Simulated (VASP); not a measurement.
# Ruthenium: cell size against the level of theory, part 2 of 2

How close do the usual functionals, with and without dispersion, come to the cell of Ruthenium? The start is a cell from a database of measured crystal structures.

VASP 6.6.1, plane waves and PAW; the level of theory is named at each step.

Still holding for the runs below: The k-mesh is coarse for a metal.

So far. Step 2 (Relaxation with PBE): It ends with forces that vanish by symmetry and a pressure of 0.02 GPa. The volume lies +1.3 % from that of the database's start. The conventional cell has a = 2.718 and c = 4.299 Å. Step 3 (Relaxation with LDA): It ends at 13.12 Å³/atom, -3.3 % from the start, with -0.04 GPa left. The conventional cell has a = 2.676 and c = 4.233 Å.

## 4. Relaxation with r2SCAN

This step: r2SCAN; plane waves and PAW (Ru_pv) (VASP 6.6.1).

r2SCAN adds the kinetic-energy density, costs more than a GGA and is run with LASPH.

Input file INCAR:

```
SYSTEM = Ru
PREC = Accurate
ENCUT = 520
EDIFF = 1E-06
NELM = 100
ISMEAR = -1
SIGMA = 0.05
LREAL = .FALSE.
ALGO = Normal
METAGGA = R2SCAN
LASPH = .TRUE.
NBANDS = 20
LORBIT = 11
LWAVE = .FALSE.
LCHARG = .FALSE.
KPAR = 2
IBRION = 2
NSW = 60
ISIF = 3
EDIFFG = -0.01
```

Input file POSCAR:

```
Ru
1.0
    2.7058000000      0.0000000000      0.0000000000
   -1.3529000000      2.3432915376      0.0000000000
    0.0000000000      0.0000000000      4.2819000000
Ru
2
Direct
    0.3333333333      0.6666666667      0.2500000000
    0.6666666667      0.3333333333      0.7500000000
```

Input file KPOINTS:

```
Automatic mesh
0
Gamma
9 9 5
0 0 0
```

The projector-augmented-wave data sets are Ru_pv (PBE family, release 64).

On the command line:

```sh
mpirun -np 2 vasp_std
```

The log of the run:

```text
[banner, memory and clock lines left out]
running    2 mpi-ranks, on    1 nodes
[...]
[... a notice as in an earlier step ...]

 LDA part: xc-table for (None), standard interpolation
 POSCAR, INCAR and KPOINTS ok, starting setup
[...]
entering main loop
       N       E                     dE             d eps       ncg     rms          rms(c)
DAV:   1     0.256609304067E+03    0.25661E+03   -0.18097E+04  1440   0.160E+03
DAV:   2    -0.547344732323E+02   -0.31134E+03   -0.30189E+03  1468   0.475E+02
DAV:   3    -0.614707659004E+02   -0.67363E+01   -0.66826E+01  1652   0.777E+01
DAV:   4    -0.615297699675E+02   -0.59004E-01   -0.58874E-01  1820   0.670E+00
[...]
DAV:  10    -0.508890104050E+02   -0.27811E-04   -0.27116E-04  1556   0.154E-01    0.344E-02
DAV:  11    -0.508890068776E+02    0.35274E-05   -0.73161E-05  1600   0.872E-02    0.463E-03
DAV:  12    -0.508890064363E+02    0.44127E-06   -0.69992E-07   884   0.843E-03
   1 F= -.50889006E+02 E0= -.50882828E+02  d E =-.508890E+02
[...]
DAV:   6    -0.508877926085E+02    0.50184E-05   -0.12565E-06   900   0.109E-02    0.272E-03
DAV:   7    -0.508877917282E+02    0.88032E-06   -0.96357E-08   752   0.346E-03
   2 F= -.50887792E+02 E0= -.50881509E+02  d E =0.121471E-02
 trial-energy change:    0.001215  1 .order    0.001269   -0.001257    0.003795
 step:   0.2613(harm=  0.2488)  dis= 0.00000  next Energy=   -50.889172 (dE=-0.165E-03)
[...]
N       E                     dE             d eps       ncg     rms          rms(c)
DAV:   1    -0.509099997813E+02   -0.22207E-01   -0.45659E-01  1440   0.760E+00    0.116E+00
DAV:   2    -0.508892076140E+02    0.20792E-01   -0.59248E-02  1448   0.237E+00    0.201E-01
DAV:   3    -0.508889572119E+02    0.25040E-03   -0.27103E-03  1576   0.467E-01    0.976E-02
DAV:   4    -0.508891649132E+02   -0.20770E-03   -0.16256E-04  1632   0.995E-02    0.273E-02
DAV:   5    -0.508891758675E+02   -0.10954E-04   -0.11299E-05  1652   0.338E-02    0.116E-02
DAV:   6    -0.508891798951E+02   -0.40276E-05   -0.55510E-07   876   0.698E-03    0.189E-03
DAV:   7    -0.508891805097E+02   -0.61456E-06   -0.69299E-08   732   0.295E-03
   3 F= -.50889181E+02 E0= -.50882976E+02  d E =-.174073E-03
[...]
reached required accuracy - stopping structural energy minimisation
```

Run time: 58 s. Hardware: 2 MPI ranks of Intel Xeon Platinum 8259CL at 2.50GHz (Skylake/Cascade Lake), shared host; peak memory 0.28 GiB; 1.9 min of CPU time.

Parts of OUTCAR (step 4):

```text
  Total        0.0142083      0.0142083     -0.0156788      0.0000000      0.0000000     -0.0000000
  in kB        0.8404669      0.8404669     -0.9274516      0.0000000      0.0000000     -0.0000000
  external PRESSURE =       0.2511608 kB  Pullay stress =       0.0000000 kB

 POSITION                                       TOTAL-FORCE (eV/Angst)
 -----------------------------------------------------------------------------------
     -0.00000      1.56126      1.06923        -0.000000      0.000000      0.000000
      1.35209      0.78063      3.20770         0.000000     -0.000000      0.000000
 -----------------------------------------------------------------------------------
    total drift:                               -0.000000      0.000000     -0.000000

  FREE ENERGIE OF THE ION-ELECTRON SYSTEM (eV)
  ---------------------------------------------------
  free  energy   TOTEN  =       -50.8891805097 eV

  energy  without entropy=      -50.8767721438  energy(sigma->0) =      -50.88297633

[... 2 parts as in an earlier step ...]

[... 2 further parts left out ...]
[key lines of the parts left out:]
E-fermi :  12.8706
```

The PAW data sets were made with PBE, which is usual practice but a small mismatch for other functionals.

Relaxation path:

```csv
step,energy less that of the first step (eV),largest force (eV/Å),pressure (GPa),volume (Å³)
1,0.0000,0.0000,-0.74,27.15
2,0.0012,0.0000,2.38,26.90
3,-0.0002,0.0000,0.03,27.09
```

```csv
"conventional cell, symmetrised",before,after,change
a (Å),2.706,2.704,-0.1 %
b (Å),2.706,2.704,-0.1 %
c (Å),4.282,4.277,-0.1 %
volume (Å³/atom),13.57,13.54,-0.2 %
```

The relaxed structure:

```xyz
2
Lattice="2.7042 0.0000 0.0000 -1.3521 2.3419 0.0000 0.0000 0.0000 4.2769" Properties=species:S:1:pos:R:3 pbc="T T T"
Ru    0.0000    1.5613    1.0692
Ru    1.3521    0.7806    3.2077
```

It ends at 13.54 Å³/atom, -0.2 % from the start, with 0.03 GPa left. The conventional cell has a = 2.704 and c = 4.277 Å.

## 5. Relaxation with PBE + D3(BJ)

This step: PBE with D3(BJ); plane waves and PAW (Ru_pv) (VASP 6.6.1).

A dispersion term adds the long-range attraction that semilocal functionals lack. D3 with Becke-Johnson damping keeps a finite attraction at short range.

Edit INCAR of step 4 so:

```diff
@@ -9,5 +9,6 @@
 ALGO = Normal
-METAGGA = R2SCAN
+GGA = PE
+IVDW = 12
+NBANDS = 20
 LASPH = .TRUE.
-NBANDS = 20
 LORBIT = 11
```

POSCAR is that of step 4.

KPOINTS is that of step 4.

On the command line:

```sh
mpirun -np 2 vasp_std
```

The log of the run:

```text
[... set-up lines as in an earlier step ...]
 entering main loop
       N       E                     dE             d eps       ncg     rms          rms(c)
[... 12 cycles as in an earlier step ...]
   1 F= -.19743006E+02 E0= -.19736523E+02  d E =-.197430E+02
[...]
N       E                     dE             d eps       ncg     rms          rms(c)
DAV:   1    -0.192115138647E+02   -0.71690E+00   -0.17302E+01  1488   0.463E+01    0.889E+00
DAV:   2    -0.184291881061E+02    0.78233E+00   -0.21329E+00  1460   0.145E+01    0.130E+00
DAV:   3    -0.184021447613E+02    0.27043E-01   -0.14541E-01  1580   0.344E+00    0.102E+00
DAV:   4    -0.184091216690E+02   -0.69769E-02   -0.79422E-03  1592   0.664E-01    0.286E-01
DAV:   5    -0.184101628748E+02   -0.10412E-02   -0.85431E-04  1728   0.215E-01    0.546E-02
DAV:   6    -0.184101196799E+02    0.43195E-04   -0.21015E-05  1580   0.442E-02    0.285E-03
DAV:   7    -0.184101199266E+02   -0.24674E-06   -0.33294E-07  1056   0.581E-03
   2 F= -.19715540E+02 E0= -.19709352E+02  d E =0.274663E-01
 trial-energy change:    0.027466  1 .order    0.028352   -0.025096    0.081800
 step:   0.2439(harm=  0.2348)  dis= 0.00000  next Energy=   -19.746080 (dE=-0.307E-02)
[...]
N       E                     dE             d eps       ncg     rms          rms(c)
DAV:   1    -0.189597746631E+02   -0.54965E+00   -0.10181E+01  1468   0.362E+01    0.537E+00
DAV:   2    -0.184890197312E+02    0.47075E+00   -0.13471E+00  1452   0.112E+01    0.109E+00
DAV:   3    -0.184797391952E+02    0.92805E-02   -0.74622E-02  1528   0.239E+00    0.469E-01
DAV:   4    -0.184837372592E+02   -0.39981E-02   -0.40474E-03  1612   0.626E-01    0.120E-01
DAV:   5    -0.184840866436E+02   -0.34938E-03   -0.44434E-04  1720   0.164E-01    0.420E-02
DAV:   6    -0.184840855342E+02    0.11093E-05   -0.94685E-06  1552   0.307E-02    0.273E-03
DAV:   7    -0.184840855952E+02   -0.60966E-07   -0.23718E-07  1036   0.499E-03
   3 F= -.19746090E+02 E0= -.19739683E+02  d E =-.308336E-02
[...]
reached required accuracy - stopping structural energy minimisation
```

Elapsed: 15 s, on 2 MPI ranks; peak memory 0.29 GiB.

From OUTCAR (step 5):

```text
 Edisp (eV)   -1.30542

 Edisp (eV)   -1.26200

  Total      -0.01481    -0.01481     0.01445     0.00000     0.00000    -0.00000
  in kB      -0.88323    -0.88323     0.86194     0.00000     0.00000    -0.00000
  external pressure =       -0.30 kB  Pullay stress =        0.00 kB

 POSITION                                       TOTAL-FORCE (eV/Angst)
 -----------------------------------------------------------------------------------
     -0.00000      1.55681      1.06673         0.000000     -0.000000      0.000000
      1.34823      0.77840      3.20019        -0.000000      0.000000      0.000000
 -----------------------------------------------------------------------------------
    total drift:                               -0.000000      0.000000     -0.000000

  FREE ENERGIE OF THE ION-ELECTRON SYSTEM (eV)
  ---------------------------------------------------
  free  energy   TOTEN  =       -19.7460898647 eV

  energy  without entropy=      -19.7332760954  energy(sigma->0) =      -19.73968298

[... 2 parts as in an earlier step ...]

[... 2 further parts left out ...]
[key lines of the parts left out:]
E-fermi :  13.1328
```

Dispersion corrections of this kind ignore metallic screening and tend to overbind metals.

The steps of the relaxation:

```csv
step,energy less that of the first step (eV),largest force (eV/Å),pressure (GPa),volume (Å³)
1,0.0000,0.0000,-3.48,27.15
2,0.0275,0.0000,11.82,26.01
3,-0.0031,0.0000,-0.03,26.87
```

```csv
"conventional cell, symmetrised",before,after,change
a (Å),2.706,2.696,-0.3 %
b (Å),2.706,2.696,-0.3 %
c (Å),4.282,4.267,-0.3 %
volume (Å³/atom),13.57,13.43,-1.0 %
```

Final coordinates:

```xyz
2
Lattice="2.6965 0.0000 0.0000 -1.3482 2.3352 0.0000 0.0000 0.0000 4.2669" Properties=species:S:1:pos:R:3 pbc="T T T"
Ru    0.0000    1.5568    1.0667
Ru    1.3482    0.7784    3.2002
```

It ends at 13.43 Å³/atom, -1.0 % from the start, with -0.03 GPa left. The conventional cell has a = 2.696 and c = 4.267 Å. Against plain PBE, the dispersion term moves a by -0.8 % and c by -0.7 %.

## 6. The cells as a table

This step: relaxed cells at several levels; plane waves and PAW (VASP 6.6.1).

No new run; the numbers come from the runs before.

Lengths are those of the conventional cell; cost is the wall time of each run, as given at its step, times its ranks, without the set-up around it. Results by level, by row:

```csv
level,volume (Å³/atom),change from the start (%),a (Å),c (Å),cost (core minutes)
PBE,13.75,1.3,2.718,4.299,0.767
LDA,13.12,-3.3,2.676,4.233,0.833
r2SCAN,13.54,-0.2,2.704,4.277,1.93
PBE + D3(BJ),13.43,-1,2.696,4.267,0.513
```

## 7. Summary of results

* volume, PBE: 13.75 Å³/atom
* volume, LDA: 13.12 Å³/atom
* volume, r2SCAN: 13.54 Å³/atom
* volume, PBE + D3(BJ): 13.43 Å³/atom

For Ruthenium the levels give volumes between 13.12 Å³/atom (LDA) and 13.75 Å³/atom (PBE), a spread of 4.8 %, while the cost of the finished runs spans a factor of 3.8. Only a has a measured value here, so the levels are not ranked on the whole cell. The costs hold the number of ionic steps as well as the price of the functional. Adding D3(BJ) to PBE changes the volume by -2.3 % (a by -0.8 % and c by -0.7 %). Pairwise corrections of the D and TS kind ignore the screening in a metal, so they may overbind here. Within 0.02 Å all end in space group P6_3/mmc; the runs can't lower the symmetry of the start. The k-sampling is coarse for a metal, so the Fermi level, pressures and the shape of the cell carry errors. Each is a single relaxation on the plane waves of the start cell, so larger changes of volume carry a basis-set error that was not tested here.

Computed beside measured:

```
              quantity                         measured             PBE             LDA          r2SCAN    PBE + D3(BJ)
lattice constant a (Å)                            2.706  2.718 (+0.4 %)  2.676 (-1.1 %)  2.704 (-0.1 %)  2.696 (-0.4 %)
lattice constant c (Å)  not in our table of this source           4.299           4.233           4.277           4.267
```

Measured values from pmc:11283461 (2024).

How well it matches: For the lattice constant a, of the levels listed nearest comes r2SCAN (-0.1 %, good agreement) and farthest LDA (-1.1 %, fair agreement). The grades are ours: good and fair within 0.7 and 1.5 % for the lattice constant a. For lattice constants the calculation has a static lattice, without zero-point motion or thermal expansion.

[Lines on the potential files, build, host, timing and source positions are cut from VASP's logs without a mark.]

[Logs are printed without paths, hosts, clocks, repeated set-up lines and the standing remarks that a program may print on its own settings, such as how far it seeks lower states.]

[Hosts, paths, dates, database ids (printed as entryN), source tags and the programs' standing remarks are cut or masked in the printed files.]

[A measured line is paired with the nearest computed mode of its activity, which favours agreement.]

[In band tables of VASP the shares of atoms and orbitals are scaled to a sum of 1 inside the atoms' spheres.]
